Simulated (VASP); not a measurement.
These are PBE GGA, VASP's PBE PAW potentials (set 64) (plane waves; VASP) values and carry that method's errors.

A VASP calculation is set up with these files.

**INCAR**
```
SYSTEM  =  FePt
PREC  =  Accurate; ENCUT  =  400; LREAL  =  .FALSE.
LASPH  =  .TRUE.
EDIFF  =  1E-6; NELM  =  100; ALGO  =  Normal
LMAXMIX  =  6
ISMEAR  =  1; SIGMA  =  0.1
GGA  =  PE
MAGMOM  =  3.0 0.0
ISPIN  =  2
ISIF  =  2
LWAVE  =  .FALSE.; LCHARG  =  .FALSE.; LORBIT  =  10
```

**POSCAR**
```
FePt
1
    2.7200000000     0.0000000000     0.0000000000
    0.0000000000     2.7200000000     0.0000000000
    0.0000000000     0.0000000000     3.7100000000
Fe Pt
1 1
Direct
  0.0000000000   0.0000000000   0.0000000000
  0.5000000000   0.5000000000   0.5000000000
```

KPOINTS:
```
Automatic
0
G
 12 12 9
0 0 0
```

POTCAR, in this order: Fe Pt (PBE.64 set). Program: vasp_std.

What VASP printed:

### OSZICAR
```
       N       E                     dE             d eps       ncg     rms          rms(c)
DAV:   1     0.786186668599E+02    0.78619E+02   -0.74639E+03  8768   0.108E+03
DAV:   2    -0.136070395218E+02   -0.92226E+02   -0.82422E+02  8624   0.231E+02
DAV:   3    -0.161692923342E+02   -0.25623E+01   -0.24949E+01 10634   0.468E+01
DAV:   4    -0.161960048626E+02   -0.26713E-01   -0.26701E-01  9563   0.416E+00
DAV:   5    -0.161967495767E+02   -0.74471E-03   -0.74470E-03 11216   0.783E-01    0.167E+01
DAV:   6    -0.172371180309E+02   -0.10404E+01   -0.13551E+01  9171   0.823E+01    0.232E+01
DAV:   7    -0.149189953555E+02    0.23181E+01   -0.91121E+00 10805   0.788E+01    0.896E+00
DAV:   8    -0.148888251450E+02    0.30170E-01   -0.46446E-01  9964   0.105E+01    0.425E+00
DAV:   9    -0.148051426023E+02    0.83683E-01   -0.13232E-01 12225   0.772E+00    0.180E+00
DAV:  10    -0.147953999944E+02    0.97426E-02   -0.37315E-02 12664   0.368E+00    0.705E-01
DAV:  11    -0.147944494002E+02    0.95059E-03   -0.28724E-03 12269   0.103E+00    0.265E-01
DAV:  12    -0.147942773072E+02    0.17209E-03   -0.29996E-04 11612   0.264E-01    0.739E-02
DAV:  13    -0.147942818687E+02   -0.45614E-05   -0.52428E-05 10970   0.153E-01    0.400E-02
DAV:  14    -0.147942800764E+02    0.17923E-05   -0.59119E-06  9795   0.588E-02    0.140E-02
DAV:  15    -0.147942799383E+02    0.13806E-06   -0.29613E-06  7891   0.414E-02
   1 F= -.14794280E+02 E0= -.14793943E+02  d E =-.100968E-02  mag=     3.2738
```

File OUTCAR:
```
------------------------ aborting loop because EDIFF is reached ----------------------------------------
  FORCE on cell =-STRESS in cart. coord.  units (eV):
  Direction    XX          YY          ZZ          XY          YZ          ZX
  --------------------------------------------------------------------------------------
  Total        0.6142977      0.6142977      0.8471259      0.0000000     -0.0000000      0.0000000
  in kB       35.8573111     35.8573111     49.4477808      0.0000000     -0.0000000      0.0000000
  external PRESSURE =      40.3874676 kB  Pullay stress =       0.0000000 kB
  volume of cell :       27.45
      direct lattice vectors                 reciprocal lattice vectors
     2.720000000  0.000000000  0.000000000     0.367647059  0.000000000  0.000000000
     0.000000000  2.720000000  0.000000000     0.000000000  0.367647059  0.000000000
     0.000000000  0.000000000  3.710000000     0.000000000  0.000000000  0.269541779
 POSITION                                       TOTAL-FORCE (eV/Angst)
 -----------------------------------------------------------------------------------
      0.00000      0.00000      0.00000         0.000000      0.000000      0.000000
      1.36000      1.36000      1.85500         0.000000      0.000000      0.000000
 -----------------------------------------------------------------------------------
    total drift:                                0.000000     -0.000000     -0.000000
  FREE ENERGIE OF THE ION-ELECTRON SYSTEM (eV)
  ---------------------------------------------------
  free  energy   TOTEN  =       -14.7942799383 eV

  energy  without entropy=      -14.7932702618  energy(sigma->0) =      -14.79394338

 total charge

# of ion       s       p       d       tot
------------------------------------------
    1        0.412   0.457   6.127   6.996
    2        0.717   0.671   8.059   9.447
--------------------------------------------------
tot          1.130   1.128  14.186  16.444

 magnetization (x)

# of ion       s       p       d       tot
------------------------------------------
    1        0.005  -0.008   2.920   2.917
    2       -0.026  -0.069   0.428   0.334
--------------------------------------------------
tot         -0.021  -0.077   3.348   3.250
```
(Selected blocks of OUTCAR.)

The compound is FePt in the L1_0 structure. The cell was not relaxed at this level.
